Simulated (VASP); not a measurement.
The input files of a VASP run:

INCAR:
```
AGGAC = 0.0
ALGO = Normal
EDIFF = 1E-7
ENCUT = 520
GGA = CX
ISIF = 2
ISMEAR = 0
LASPH = .TRUE.
LCHARG = .FALSE.
LMAXMIX = 4
LREAL = .FALSE.
LUSE_VDW = .TRUE.
LWAVE = .FALSE.
NELM = 100
PREC = Accurate
SIGMA = 0.05
SYSTEM = SnTe
```

**KPOINTS**
```
K-points
0
G
  7 7 7
```

**POSCAR**
```
SnTe
1
    0.0000000000     3.2178850197     3.2178850197
    3.2178850197     0.0000000000     3.2178850197
    3.2178850197     3.2178850197     0.0000000000
Sn Te
1 1
Direct
  0.0000000000   0.0000000000   0.0000000000
  0.5000000000   0.5000000000   0.5000000000
```

POTCAR, in this order: Sn_d Te (PBE.64 set). Program: vasp_std.

Question: Write an equivalent input for Quantum ESPRESSO's pw.x.

Answer: One equivalent input (not run):
```
&CONTROL
  calculation = 'scf'
  pseudo_dir = './pseudo'
  outdir = './out'
  tprnfor = .true.
  tstress = .true.
/
&SYSTEM
  ibrav = 0
  nat = 2
  ntyp = 2
  ecutwfc = 82.3
  occupations = 'smearing'
  smearing = 'gaussian'
  degauss = 0.003675
  input_dft = 'vdw-df-cx'
/
&ELECTRONS
  conv_thr = 7.3e-09
  electron_maxstep = 100
/
ATOMIC_SPECIES
  Sn 118.710 Sn.upf
  Te 127.600 Te.upf
CELL_PARAMETERS angstrom
     0.0000000    3.2178850    3.2178850
     3.2178850    0.0000000    3.2178850
     3.2178850    3.2178850    0.0000000
ATOMIC_POSITIONS crystal
  Sn   0.0000000  0.0000000  0.0000000
  Te   0.5000000  0.5000000  0.5000000
K_POINTS automatic
  7 7 7 0 0 0
```
The two are equivalent in intent, not identical: the potentials are each code's own (VASP's PAW set, PseudoDojo norm-conserving files in pw.x), so ENCUT and ecutwfc are chosen apart and not converted; conv_thr bounds pw.x's estimated SCF error, while EDIFF bounds the energy change between steps.

The compound is SnTe in the rock salt structure, which distorts at low temperature. This cell is one point of a volume scan, at 1.06 of the reference volume.
